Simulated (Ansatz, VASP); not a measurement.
**PtSe2 (Sudovikovite): VASP beside Ansatz**

Aim: how closely do two programs agree when they are given the same cell, functional and k mesh? The cell is taken from a series of runs on this material, whose earlier steps may have relaxed, scaled, displaced or heated it; both programs get it as it stands.

Method: plane waves, with VASP 6.6.1 beside it; zone-centre phonons at PBEsol with D3(BJ), in Ansatz 0.2.0.

## (1) Set-up

The structure is trigonal, space group P-3m1 (No. 164). The conventional cell has a = 3.739 Å, b = 3.739 Å, c = 4.630 Å, α = 90.00°, β = 90.00°, γ = 120.00°. Nearest to Se lie 3 Pt at 2.50 Å. Pt has 6 Se at 2.50 Å nearest. Farther neighbours and most contacts between anions are not listed.

## (2) VASP: zone-centre phonons, PBEsol with D3(BJ)

Second derivatives magnify differences that forces hide, and they need a tight electronic threshold.

Lines of VASP's logs that name or quote its potential files are left out, and so is its time.

Input file INCAR:

```
SYSTEM = PtSe2
PREC = Accurate
ENCUT = 500
EDIFF = 1E-08
NELM = 120
ISMEAR = 1
SIGMA = 0.2
LREAL = .FALSE.
ALGO = Normal
GGA = PS
IVDW = 12
NBANDS = 17
LASPH = .TRUE.
LORBIT = 11
LWAVE = .FALSE.
LCHARG = .FALSE.
ISIF = 2
IBRION = 6
NFREE = 2
POTIM = 0.015
NSW = 1
GGA_COMPAT = .FALSE.
KPAR = 2
```

Input file POSCAR:

```
PtSe2
1.0
    3.7390893423      0.0000000000      0.0000000000
   -1.8695446711      3.2381463575      0.0000000000
    0.0000000000      0.0000000000      4.6300996147
Se Pt
2 1
Direct
    0.3333333333      0.6666666667      0.2720632218
    0.6666666667      0.3333333333      0.7279367782
    0.0000000000      0.0000000000      0.0000000000
```

Input file KPOINTS:

```
Automatic mesh
0
Gamma
15 15 8
0 0 0
```

PAW data sets: Se and Pt (PBE family, release 64).

On the command line:

```console
> mpirun -np 2 vasp_std
```

Numbers of over 12 decimals in the logs are rounded to 6 here.

Output:

```text
[banner, memory and clock lines left out]
running    2 mpi-ranks, on    1 nodes
 distrk:  each k-point on    1 cores,    2 groups
 distr:  one band on    1 cores,    1 groups

 POSCAR found type information on POSCAR SePt
 POSCAR found :  2 types and       3 ions
|                                                                             |
|               ----> ADVICE to this user running VASP <----                  |
|                                                                             |
|     You enforced a specific xc type in the INCAR file but a different       |
|     [... a line on the potential file left out ...]
|     I HOPE YOU KNOW WHAT YOU ARE DOING!                                     |
|                                                                             |

 LDA part: xc-table for (Slater+PW92), standard interpolation
 POSCAR, INCAR and KPOINTS ok, starting setup
 FFT: planning ... GRIDC
 FFT: planning ... GRID_SOFT
 FFT: planning ... GRID
 WAVECAR not read
 entering main loop
       N       E                     dE             d eps       ncg     rms          rms(c)
DAV:   1     0.107223135568E+03    0.10722E+03   -0.10020E+04  6616   0.111E+03
DAV:   2    -0.120995703359E+02   -0.11932E+03   -0.11585E+03  8301   0.219E+02
DAV:   3    -0.166214073074E+02   -0.45218E+01   -0.44922E+01  7772   0.435E+01
DAV:   4    -0.166521422425E+02   -0.30735E-01   -0.30723E-01  8384   0.389E+00
DAV:   5    -0.166524207314E+02   -0.27849E-03   -0.27848E-03  8115   0.354E-01    0.133E+01
DAV:   6    -0.160889010622E+02    0.56352E+00   -0.45926E+00  6649   0.192E+01    0.806E+00
DAV:   7    -0.158923745310E+02    0.19653E+00   -0.84161E-01  6621   0.917E+00    0.402E+00
DAV:   8    -0.158681006781E+02    0.24274E-01   -0.56468E-02  7143   0.171E+00    0.812E-01
DAV:   9    -0.158654708171E+02    0.26299E-02   -0.68470E-03  7383   0.780E-01    0.191E-01
DAV:  10    -0.158654800528E+02   -0.92357E-05   -0.10262E-03  7417   0.209E-01    0.369E-02
DAV:  11    -0.158654778465E+02    0.22062E-05   -0.46869E-05  8482   0.561E-02    0.237E-02
DAV:  12    -0.158654776019E+02    0.24460E-06   -0.28480E-06  7419   0.123E-02    0.508E-03
DAV:  13    -0.158654775718E+02    0.30183E-07   -0.59458E-07  8273   0.568E-03    0.131E-03
DAV:  14    -0.158654775606E+02    0.11154E-07   -0.43059E-08  7680   0.152E-03    0.434E-04
DAV:  15    -0.158654775531E+02    0.75222E-08   -0.41387E-09  3900   0.455E-04
   1 F= -.17258331E+02 E0= -.17258844E+02  d E =0.153888E-02
[... from here on, the cycles between the ionic steps are left out ...]
   2 F= -.17257422E+02 E0= -.17257927E+02  d E =0.151642E-02
   3 F= -.17257422E+02 E0= -.17257927E+02  d E =0.151630E-02
   4 F= -.17257352E+02 E0= -.17257856E+02  d E =0.151127E-02
   5 F= -.17256869E+02 E0= -.17257380E+02  d E =0.153127E-02
   6 F= -.17256529E+02 E0= -.17257047E+02  d E =0.155263E-02
   7 F= -.17256529E+02 E0= -.17257047E+02  d E =0.155271E-02
   8 F= -.17256541E+02 E0= -.17257052E+02  d E =0.153128E-02
 Finite differences progress:
  Degree of freedom:   4/  4
  Displacement:        1/  2
  Total:               7/  8
 bond charge predicted
       N       E                     dE             d eps       ncg     rms          rms(c)
DAV:   1    -0.158587015855E+02    0.49863E-02   -0.48701E+00  6536   0.114E+01    0.329E-01
DAV:   2    -0.158644983267E+02   -0.57967E-02   -0.59551E-02  7272   0.172E+00    0.203E-01
DAV:   3    -0.158640383100E+02    0.46002E-03   -0.12282E-03  8329   0.234E-01    0.147E-01
DAV:   4    -0.158636982133E+02    0.34010E-03   -0.17916E-03  6933   0.219E-01    0.302E-02
DAV:   5    -0.158636940721E+02    0.41412E-05   -0.48455E-05  7241   0.520E-02    0.171E-02
DAV:   6    -0.158636886399E+02    0.54322E-05   -0.12656E-05  7273   0.234E-02    0.729E-03
DAV:   7    -0.158636880197E+02    0.62021E-06   -0.95731E-06  7795   0.163E-02    0.290E-03
DAV:   8    -0.158636878819E+02    0.13785E-06   -0.65845E-07  6959   0.479E-03    0.849E-04
DAV:   9    -0.158636878775E+02    0.43810E-08   -0.89762E-08  8259   0.163E-03
   9 F= -.17256541E+02 E0= -.17257052E+02  d E =0.153126E-02
 Finite differences progress:
  Degree of freedom:   4/  4
  Displacement:        2/  2
  Total:               8/  8
```

OUTCAR, selected parts (step 2):

```text
ion  position               nearest neighbor table
   1  0.333  0.667  0.272-   3 2.50   3 2.50   3 2.50
   2  0.667  0.333  0.728-   3 2.50   3 2.50   3 2.50
   3  0.000  0.000  0.000-   1 2.50   2 2.50   2 2.50   1 2.50   2 2.50   1 2.50

  LATTYP: Found a hexagonal cell.
 ALAT       =     3.7390893423
 C/A-ratio  =     1.2382960638

 Subroutine GETGRP returns: Found 12 space group operations
 (whereof 12 operations were pure point group operations)

The static configuration has the point symmetry D_3d.

 Found    192 irreducible k-points:

   k-points           NKPTS =    192   k-points in BZ     NKDIM =    192   number of bands    NBANDS=     17

   dimension x,y,z NGX =    28 NGY =   28 NGZ =   36
   dimension x,y,z NGXF=    56 NGYF=   56 NGZF=   72

   ENCUT  =  500.0 eV  36.75 Ry    6.06 a.u.   6.82  6.82  8.44*2*pi/ulx,y,z

   NELECT =      22.0000    total number of electrons

 k-points in reciprocal lattice and weights: Automatic mesh
   0.00000000  0.00000000  0.00000000       0.001
   0.06666667  0.00000000  0.00000000       0.003
   0.13333333  0.00000000  0.00000000       0.003
   0.20000000  0.00000000  0.00000000       0.003
   0.26666667  0.00000000  0.00000000       0.003
   0.33333333  0.00000000  0.00000000       0.003
   0.40000000  0.00000000  0.00000000       0.003
   0.46666667 -0.00000000  0.00000000       0.003
   0.06666667  0.06666667  0.00000000       0.003
[...]
0.33333333  0.26666667  0.50000000       0.007
   0.33333333  0.33333333  0.50000000       0.001

 Edisp (eV)   -1.39285

 average (electrostatic) potential at core
       1 -51.8310       2 -51.8604       3 -67.5278

 E-fermi :   7.3046

 k-point     1 :       0.0000    0.0000    0.0000
  band No.  band energies     occupation
    ...
      6       3.3857      2.00000
      7       3.3857      2.00000
      8       4.8119      2.00000
      9       6.2955      2.00000
     10       6.2955      2.00000
     11       8.2471     -0.00000
     12       8.2471     -0.00000
     13       8.3141     -0.00000
     14      10.3228     -0.00000
     15      11.6439      0.00000
    ...

 k-point     2 :       0.0667    0.0000    0.0000
  band No.  band energies     occupation
    ...
      6       3.3198      2.00000
      7       3.3488      2.00000
      8       4.6956      2.00000
      9       6.0411      2.00000
     10       6.1851      2.00000
     11       7.5794     -0.06535
     12       8.3544     -0.00000
     13       8.8828     -0.00000
     14      10.6464     -0.00000
     15      11.9457      0.00000
    ...

 k-point     3 :       0.1333    0.0000    0.0000
  band No.  band energies     occupation
    ...
      7       3.2524      2.00000
      8       4.3386      2.00000
      9       5.6019      2.00000
     10       5.8996      2.00000
     11       6.9432      2.02836
     12       8.6298     -0.00000
     13       9.1863     -0.00000
     14      11.3916      0.00000
     15      12.6605      0.00000
     16      14.0012      0.00000
    ...

 Edisp (eV)   -1.39285

  Total       0.05080     0.05080     0.03242     0.00000     0.00000     0.00000
  in kB       1.45181     1.45181     0.92647     0.00000     0.00000     0.00000
  external pressure =        1.28 kB  Pullay stress =        0.00 kB

  energy-cutoff  :      500.00
  volume of cell :       56.06
      direct lattice vectors                 reciprocal lattice vectors
     3.739089342  0.000000000  0.000000000     0.267444800  0.154409327  0.000000000
    -1.869544671  3.238146357  0.000000000     0.000000000  0.308818654  0.000000000
     0.000000000  0.000000000  4.630099615     0.000000000  0.000000000  0.215978075

 POSITION                                       TOTAL-FORCE (eV/Angst)
 -----------------------------------------------------------------------------------
     -0.00000      2.15876      1.25968        -0.000000      0.000000     -0.101813
      1.86954      1.07938      3.37042         0.000000     -0.000000     -0.136767
      0.00000      0.00000     -0.01500         0.000000      0.000000      0.238580
 -----------------------------------------------------------------------------------
    total drift:                                0.000000     -0.000000     -0.000153

  FREE ENERGIE OF THE ION-ELECTRON SYSTEM (eV)
  ---------------------------------------------------
  free  energy   TOTEN  =       -17.2565413171 eV

  energy  without entropy=      -17.2580725750  energy(sigma->0) =      -17.25705174

 Eigenvectors and eigenvalues of the dynamical matrix
 ----------------------------------------------------

   1 f  =    6.698346 THz    42.086950 2PiTHz  223.432775 cm-1    27.702121 meV
             X         Y         Z           dx          dy          dz
     -0.000000  2.158764  1.259680    -0.204709   -0.484117   -0.000000
      1.869545  1.079382  3.370420    -0.204709   -0.484117   -0.000000
      0.000000  0.000000  0.000000     0.260518    0.616101    0.000000

   2 f  =    6.698346 THz    42.086950 2PiTHz  223.432775 cm-1    27.702121 meV
             X         Y         Z           dx          dy          dz
     -0.000000  2.158764  1.259680    -0.484117    0.204709    0.000000
      1.869545  1.079382  3.370420    -0.484117    0.204709    0.000000
      0.000000  0.000000  0.000000     0.616101   -0.260518   -0.000000

   3 f  =    6.674579 THz    41.937614 2PiTHz  222.639977 cm-1    27.603827 meV
             X         Y         Z           dx          dy          dz
     -0.000000  2.158764  1.259680     0.000000    0.000000   -0.525673
      1.869545  1.079382  3.370420     0.000000    0.000000   -0.525673
      0.000000  0.000000  0.000000    -0.000000   -0.000000    0.668832

   4 f  =    6.520818 THz    40.971505 2PiTHz  217.511063 cm-1    26.967923 meV
             X         Y         Z           dx          dy          dz
     -0.000000  2.158764  1.259680    -0.000000    0.000000   -0.707107
      1.869545  1.079382  3.370420    -0.000000   -0.000000    0.707107
      0.000000  0.000000  0.000000     0.000000    0.000000    0.000000

   5 f  =    5.024403 THz    31.569256 2PiTHz  167.596050 cm-1    20.779253 meV
             X         Y         Z           dx          dy          dz
     -0.000000  2.158764  1.259680    -0.275397   -0.651273   -0.000000
      1.869545  1.079382  3.370420     0.275397    0.651273    0.000000
      0.000000  0.000000  0.000000    -0.000000    0.000000    0.000000

   6 f  =    5.024403 THz    31.569256 2PiTHz  167.596050 cm-1    20.779253 meV
             X         Y         Z           dx          dy          dz
     -0.000000  2.158764  1.259680    -0.651273    0.275397   -0.000000
      1.869545  1.079382  3.370420     0.651273   -0.275397    0.000000
      0.000000  0.000000  0.000000    -0.000000   -0.000000    0.000000

   7 f/i=    0.000200 THz     0.001257 2PiTHz    0.006672 cm-1     0.000827 meV
             X         Y         Z           dx          dy          dz
     -0.000000  2.158764  1.259680     0.000000   -0.000000    0.472935
      1.869545  1.079382  3.370420     0.000000   -0.000000    0.472935
      0.000000  0.000000  0.000000     0.000000   -0.000000    0.743414

   8 f/i=    0.000566 THz     0.003558 2PiTHz    0.018890 cm-1     0.002342 meV
             X         Y         Z           dx          dy          dz
     -0.000000  2.158764  1.259680     0.356910   -0.310387   -0.000000
      1.869545  1.079382  3.370420     0.356910   -0.310387   -0.000000
      0.000000  0.000000  0.000000     0.560902   -0.487790   -0.000000

   9 f/i=    0.000566 THz     0.003558 2PiTHz    0.018890 cm-1     0.002342 meV
             X         Y         Z           dx          dy          dz
     -0.000000  2.158764  1.259680     0.310387    0.356910    0.000000
      1.869545  1.079382  3.370420     0.310387    0.356910    0.000000
      0.000000  0.000000  0.000000     0.487790    0.560902    0.000000

 ELASTIC MODULI CONTR FROM IONIC RELAXATION (kBar)
 Direction    XX          YY          ZZ          XY          YZ          ZX
 --------------------------------------------------------------------------------
 XX        -569.7351   -320.3318   -452.4139     -0.0000    232.0639      0.0000
 YY        -320.3318   -569.7351   -452.4139     -0.0000   -232.0639     -0.0000
 ZZ        -452.4139   -452.4139   -459.9167     -0.0000     -0.0000      0.0000
 XY          -0.0000     -0.0000     -0.0000   -124.7017     -0.0000    232.0646
 YZ         232.0639   -232.0639     -0.0000     -0.0000   -431.8599     -0.0000
 ZX           0.0000     -0.0000      0.0000    232.0646     -0.0000   -431.8627
 --------------------------------------------------------------------------------

 total charge
# of ion       s       p       d       tot
------------------------------------------
    1        1.490   2.218   0.083   3.790
    2        1.490   2.218   0.083   3.790
    3        0.687   0.708   8.061   9.456
--------------------------------------------------
tot          3.666   5.145   8.226  17.036

[... 3 further parts left out ...]
```

Levels, forces or a CONTCAR printed for this step are those of its last displaced cell, not of the structure at rest.

[end of part 1 of 2]

[Lines on the potential files, build, host, timing and source positions are cut from VASP's logs without a mark.]

[Logs are printed without paths, hosts, clocks, repeated set-up lines and the standing remarks that a program may print on its own settings, such as how far it seeks lower states.]

[Hosts, paths, dates, database ids (printed as entryN), source tags and the programs' standing remarks are cut or masked in the printed files.]
